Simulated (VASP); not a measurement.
VASP ran on this input.

### INCAR
```
SYSTEM = CaBr2
PREC = Accurate
ENCUT = 300
EDIFF = 1E-6
NELM = 100
ALGO = Normal
LREAL = .FALSE.
LASPH = .TRUE.
ISMEAR = 0
SIGMA = 0.01
GGA = PS
LMAXMIX = 4
LWAVE = .FALSE.
LCHARG = .FALSE.
ISIF = 2
```

**KPOINTS**
```
Automatic mesh
0
Gamma
2 2 3
0 0 0
```

**POSCAR**
```
CaBr2
1
    6.6719580000     0.0000000000     0.0000000000
    0.0000000000     6.6719580000     0.0000000000
    0.0000000000     0.0000000000     4.2922730000
Ca Br
2 4
Direct
  0.0181950000   0.0082300000   0.0069380000
  0.4992790000   0.4910050000   0.5108310000
  0.7994430000   0.1981810000   0.5183080000
  0.1982550000   0.8078410000   0.4972140000
  0.3078940000   0.2963880000  -0.0240480000
  0.6769350000   0.6983550000  -0.0092420000
```

POTCAR, in this order: Ca_sv Br (PBE.64 set). Program: vasp_std.

Q: Translate this PBEsol calculation to Quantum ESPRESSO's pw.x.

A: One equivalent input (not run):
```
&CONTROL
  calculation = 'scf'
  pseudo_dir = './pseudo'
  outdir = './out'
  tprnfor = .true.
  tstress = .true.
/
&SYSTEM
  ibrav = 0
  nat = 6
  ntyp = 2
  ecutwfc = 68
  occupations = 'smearing'
  smearing = 'gaussian'
  degauss = 0.000735
  input_dft = 'pbesol'
/
&ELECTRONS
  conv_thr = 7.3e-08
  electron_maxstep = 100
/
ATOMIC_SPECIES
  Ca 40.078 Ca.upf
  Br 79.904 Br.upf
CELL_PARAMETERS angstrom
     6.6719580    0.0000000    0.0000000
     0.0000000    6.6719580    0.0000000
     0.0000000    0.0000000    4.2922730
ATOMIC_POSITIONS crystal
  Ca   0.0181950  0.0082300  0.0069380
  Ca   0.4992790  0.4910050  0.5108310
  Br   0.7994430  0.1981810  0.5183080
  Br   0.1982550  0.8078410  0.4972140
  Br   0.3078940  0.2963880 -0.0240480
  Br   0.6769350  0.6983550 -0.0092420
K_POINTS automatic
  2 2 3 0 0 0
```
The two are equivalent in intent, not identical: the potentials are each code's own (VASP's PAW set, PseudoDojo norm-conserving files in pw.x), so ENCUT and ecutwfc are chosen apart and not converted; conv_thr bounds pw.x's estimated SCF error, while EDIFF bounds the energy change between steps.

The structure comes from a computed database's CaBr2 entry; how it stands against other phases isn't given here. The cell was not relaxed at this level, and its volume differs by -5.9 % from the start's. The k-mesh is coarse (spacing up to 0.49 per Å, 2π included), so the numbers may not be converged in it.
